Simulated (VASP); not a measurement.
```
CuZn
1.0
    2.95000     0.00000     0.00000
    0.00000     2.95000     0.00000
    0.00000     0.00000     2.95000
Zn Cu
1 1
Direct
  0.50000   0.50000   0.50000
  0.00000   0.00000   0.00000
```

All values below come from AM05 GGA, VASP's PBE PAW potentials (set 64) (plane waves; VASP). Run with 520 eV cut-off, 11×11×11 Γ-centred mesh, first-order Methfessel-Paxton smearing of 0.10 eV, potentials Zn Cu.

Energy and stress use the plane-wave basis of the starting cell.

Question: The ions, cell shape and volume are relaxed. What does this cell relax into?

Answer: 
```
CuZn
1.0
    2.91061     0.00000     0.00000
    0.00000     2.91061     0.00000
    0.00000     0.00000     2.91061
Zn Cu
1 1
Direct
  0.50000   0.50000   0.50000
  0.00000   0.00000   0.00000
```
Space group Pm-3m (221), at a tolerance of 0.03 Å.

Question: How do energy and volume change from the first to the last step?

Answer: The energy (σ→0) changes by -8.2 meV/atom and the volume by -4.0 %, in 3 ionic steps.

| step | E(σ→0) (eV) | max force (eV/Å) | pressure (GPa) | volume (Å³) |
|---|---|---|---|---|
| 1 | -5.6394 | 0.000 | -5.02 | 25.67 |
| 2 | -5.6522 | 0.000 | 2.68 | 24.21 |
| 3 | -5.6558 | 0.000 | 0.04 | 24.66 |

The compound is CuZn in the CsCl type structure. This run relaxes it. Symmetry was kept, so distortions that lower it aren't found. The electron count is odd and the run is not spin-polarised, which forces a metal.
